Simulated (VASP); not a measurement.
Input:

```xyz
1
Lattice="0.0000 2.7863 2.7863 2.7863 0.0000 2.7863 2.7863 2.7863 0.0000" Properties=species:S:1:pos:R:3 pbc="T T T"
Ca     0.0000     0.0000     0.0000
```

Level of theory: r2SCAN meta-GGA, VASP's PBE PAW potentials (set 64) (plane waves; VASP 6.6.1). Settings: 400 eV cut-off, 10×10×10 Γ-centred mesh, first-order Methfessel-Paxton smearing of 0.10 eV, potentials Ca_sv.

**Question.** Estimate the energy per atom (σ→0), band gap (on the k-mesh) with the smallest direct gap where there is one.

**Answer.** 
```json
{
  "band gap (on the k-mesh)": "none (metal, semimetal or under 0.01 eV)",
  "energy per atom (σ→0)": "-7.033 eV/atom"
}
```

Total energies compare only between runs with the same potentials, cut-off and functional.

The compound is Ca in the fcc structure. It was relaxed first. The start is the result of an earlier pass.
